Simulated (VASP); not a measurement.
These are revPBE GGA, VASP's PBE PAW potentials (set 64) (plane waves; VASP) values and carry that method's errors.

Input for VASP

### KPOINTS
```
Automatic mesh
0
Gamma
4 4 6
0 0 0
```

File POSCAR:
```
SnO2
1
    4.8551572431    -0.0000000000     0.0000000000
   -0.0000000000     4.8551572431     0.0000000000
    0.0000000000     0.0000000000     3.2602512047
Sn O
2 4
Direct
  0.0000000000   0.0000000000   1.0000000000
  0.5000000000   0.5000000000   0.5000000000
  0.3066681291   0.3066681291   0.0000000000
  0.8066681291   0.1933318709   0.5000000000
  0.1933318709   0.8066681291   0.5000000000
  0.6933318709   0.6933318709   1.0000000000
```

INCAR:
```
ALGO=Normal
EDIFF=1E-6
EDIFFG=-0.02
ENCUT=520
GGA=RE
IBRION=2
ISIF=3
ISMEAR=0
LASPH=.TRUE.
LCHARG=.FALSE.
LMAXMIX=4
LREAL=.FALSE.
LWAVE=.FALSE.
NELM=100
NSW=60
PREC=Accurate
SIGMA=0.05
SYSTEM=SnO2
```

POTCAR, in this order: Sn_d O (PBE.64 set). Program: vasp_std.

The resulting files:

OUTCAR:
```
 ion  position               nearest neighbor table
   1  0.000  0.000  0.000-   4 2.10   5 2.10   4 2.10   5 2.10   3 2.11   6 2.11
   2  0.500  0.500  0.500-   3 2.10   6 2.10   3 2.10   6 2.10   5 2.11   4 2.11
   3  0.307  0.307  0.000-   2 2.10   2 2.10   1 2.11
   4  0.807  0.193  0.500-   1 2.10   1 2.10   2 2.11
   5  0.193  0.807  0.500-   1 2.10   1 2.10   2 2.11
   6  0.693  0.693  0.000-   2 2.10   2 2.10   1 2.11
  LATTYP: Found a simple tetragonal cell.
 ALAT       =     4.8551572431
 C/A-ratio  =     0.6715027014
 Subroutine PRICEL returns:
 Original cell was already a primitive cell.
 Subroutine GETGRP returns: Found 16 space group operations
The static configuration has the point symmetry D_2h.
 The point group associated with its full space group is D_4h.
The dynamic configuration has the point symmetry D_2h.
 Subroutine INISYM returns: Found 16 space group operations
 Subroutine IBZKPT returns following result:
 Found     24 irreducible k-points:

 Following reciprocal coordinates:
            Coordinates               Weight
  0.000000  0.000000  0.000000      1.000000
  0.250000  0.000000  0.000000      4.000000
  0.500000  0.000000  0.000000      2.000000
  0.250000  0.250000  0.000000      4.000000
  0.500000  0.250000  0.000000      4.000000
  0.500000  0.500000  0.000000      1.000000
  0.000000  0.000000  0.166667      2.000000
  0.250000  0.000000  0.166667      8.000000
  0.500000  0.000000  0.166667      4.000000
  0.250000  0.250000  0.166667      8.000000
  0.500000  0.250000  0.166667      8.000000
  0.500000  0.500000  0.166667      2.000000
  0.000000  0.000000  0.333333      2.000000
  0.250000  0.000000  0.333333      8.000000
  0.500000  0.000000  0.333333      4.000000
  0.250000  0.250000  0.333333      8.000000
  0.500000  0.250000  0.333333      8.000000
  0.500000  0.500000  0.333333      2.000000
...
```

OSZICAR:
```
       N       E                     dE             d eps       ncg     rms          rms(c)
DAV:   1     0.639847631284E+03    0.63985E+03   -0.26595E+04  1604   0.256E+03
DAV:   2     0.578234504467E+02   -0.58202E+03   -0.56141E+03  1639   0.665E+02
DAV:   3    -0.362569308467E+02   -0.94080E+02   -0.92698E+02  1719   0.226E+02
DAV:   4    -0.411555819165E+02   -0.48987E+01   -0.48771E+01  1727   0.561E+01
DAV:   5    -0.413105081783E+02   -0.15493E+00   -0.15484E+00  1959   0.102E+01    0.155E+01
DAV:   6    -0.351333703265E+02    0.61771E+01   -0.25149E+01  2327   0.718E+01    0.568E+00
DAV:   7    -0.352623506495E+02   -0.12898E+00   -0.20621E+00  1649   0.852E+00    0.327E+00
DAV:   8    -0.352704494385E+02   -0.80988E-02   -0.32194E-01  2071   0.516E+00    0.801E-01
DAV:   9    -0.352563807102E+02    0.14069E-01   -0.86762E-02  2362   0.377E+00    0.144E-01
DAV:  10    -0.352577605089E+02   -0.13798E-02   -0.64381E-03  1940   0.712E-01    0.465E-02
DAV:  11    -0.352579102362E+02   -0.14973E-03   -0.30602E-04  2043   0.149E-01    0.217E-02
DAV:  12    -0.352579179081E+02   -0.76718E-05   -0.19975E-05  1958   0.322E-02    0.141E-02
DAV:  13    -0.352579147293E+02    0.31787E-05   -0.20301E-05  1831   0.523E-02    0.328E-03
DAV:  14    -0.352579153611E+02   -0.63184E-06   -0.11076E-06  1102   0.836E-03
   1 F= -.35257915E+02 E0= -.35257915E+02  d E =-.352579E+02
       N       E                     dE             d eps       ncg     rms          rms(c)
DAV:   1    -0.352614664292E+02   -0.35517E-02   -0.15187E-01  1907   0.367E+00    0.350E-01
DAV:   2    -0.352594612494E+02    0.20052E-02   -0.76604E-03  1990   0.909E-01    0.177E-01
DAV:   3    -0.352586074774E+02    0.85377E-03   -0.16252E-03  2040   0.654E-01    0.493E-02
DAV:   4    -0.352585693270E+02    0.38150E-04   -0.34045E-04  2238   0.173E-01    0.123E-02
DAV:   5    -0.352585654677E+02    0.38593E-05   -0.27933E-05  2077   0.581E-02    0.581E-03
DAV:   6    -0.352585643996E+02    0.10681E-05   -0.23797E-06  1345   0.143E-02    0.218E-03
DAV:   7    -0.352585646476E+02   -0.24794E-06   -0.79670E-07   982   0.148E-02
   2 F= -.35258565E+02 E0= -.35258565E+02  d E =-.649286E-03
```

**OUTCAR**
```
------------------------ aborting loop because EDIFF is reached ----------------------------------------
  FORCE on cell =-STRESS in cart. coord.  units (eV):
  Direction    XX          YY          ZZ          XY          YZ          ZX
  --------------------------------------------------------------------------------------
  Total        0.0341155      0.0341155     -0.1072141      0.0000000      0.0000000      0.0000000
  in kB        0.7099999      0.7099999     -2.2313038      0.0000000      0.0000000      0.0000000
  external PRESSURE =      -0.2704347 kB  Pullay stress =       0.0000000 kB
  volume of cell :       76.98
      direct lattice vectors                 reciprocal lattice vectors
     4.863106876  0.000000000  0.000000000     0.205629863 -0.000000000  0.000000000
     0.000000000  4.863106876  0.000000000     0.000000000  0.205629863  0.000000000
     0.000000000  0.000000000  3.255187340     0.000000000  0.000000000  0.307201981
 POSITION                                       TOTAL-FORCE (eV/Angst)
 -----------------------------------------------------------------------------------
      0.00000      4.86311      0.00000         0.000000     -0.000000      0.000000
      2.43155      2.43155      1.62759         0.000000     -0.000000      0.000000
      1.49191      1.49191      3.25519         0.001741      0.001741      0.000000
      3.92346      0.93965      1.62759         0.001741     -0.001741     -0.000000
      0.93965      3.92346      1.62759        -0.001741      0.001741      0.000000
      3.37120      3.37120      0.00000        -0.001741     -0.001741     -0.000000
 -----------------------------------------------------------------------------------
    total drift:                                0.000000      0.000000      0.000000
  FREE ENERGIE OF THE ION-ELECTRON SYSTEM (eV)
  ---------------------------------------------------
  free  energy   TOTEN  =       -35.2585646476 eV

  energy  without entropy=      -35.2585646476  energy(sigma->0) =      -35.25856465

 reached required accuracy - stopping structural energy minimisation
```
(Selected blocks of OUTCAR.)

**CONTCAR**
```
SnO2
   1.00000000000000
     4.8631068762736707    0.0000000000000000    0.0000000000000000
     0.0000000000000000    4.8631068762736707    0.0000000000000000
     0.0000000000000000    0.0000000000000000    3.2551873395361945
  Sn              O
     2     4
Direct
     0.0000000000000000    1.0000000000000000    0.0000000000000000
     0.5000000000000000    0.5000000000000000    0.5000000000000000
     0.3067802871283440    0.3067802871283440    1.0000000000000000
     0.8067802871283440    0.1932197128716560    0.5000000000000000
     0.1932197128716560    0.8067802871283440    0.5000000000000000
     0.6932197128716560    0.6932197128716560    0.0000000000000000
```

File OUTCAR:
```
 val. band max:        5.4166312006   @ k =   0.0000   0.0000   0.0000

 cond. band min:       5.9502682804   @ k =   0.0000   0.0000   0.0000


 Fermi energy:         5.7123687845

 k-point     1 :       0.0000    0.0000    0.0000
  band No.  band energies     occupation
      1     -15.6432      2.00000
      2     -15.0241      2.00000
      3     -14.8561      2.00000
      4     -14.8238      2.00000
      5     -14.8238      2.00000
      6     -14.7677      2.00000
      7     -14.7477      2.00000
      8     -14.6866      2.00000
      9     -14.6388      2.00000
     10     -14.6388      2.00000
     11     -13.1744      2.00000
     12     -11.5386      2.00000
     13     -11.5386      2.00000
     14     -10.1324      2.00000
     15      -2.4471      2.00000
     16       1.6059      2.00000
     17       1.6059      2.00000
     18       1.7297      2.00000
     19       2.6265      2.00000
     20       3.4135      2.00000
     21       3.4695      2.00000
     22       4.1668      2.00000
     23       4.1668      2.00000
     24       4.6958      2.00000
     25       4.6958      2.00000
     26       5.4166      2.00000
     27       5.9503      0.00000
     28      11.0099      0.00000
     29      11.4825      0.00000
     30      11.4825      0.00000
     31      15.4702      0.00000

 k-point     2 :       0.2500    0.0000    0.0000
  band No.  band energies     occupation
      1     -15.5646      2.00000
      2     -15.1142      2.00000
      3     -14.8540      2.00000
      4     -14.8211      2.00000
      5     -14.8210      2.00000
      6     -14.8134      2.00000
      7     -14.7377      2.00000
      8     -14.6943      2.00000
      9     -14.6421      2.00000
     10     -14.6420      2.00000
     11     -12.9933      2.00000
     12     -11.8657      2.00000
     13     -11.2720      2.00000
     14     -10.2575      2.00000
     15      -2.0435      2.00000
     16       0.6067      2.00000
     17       1.8701      2.00000
...
```

Unless said otherwise, spin-orbit coupling is left out, though it shifts the bands of the heavy elements here.

The compound is SnO2 in the rutile structure. This run relaxes it. Symmetry was kept, so distortions that lower it aren't found. The start is the result of an earlier pass.
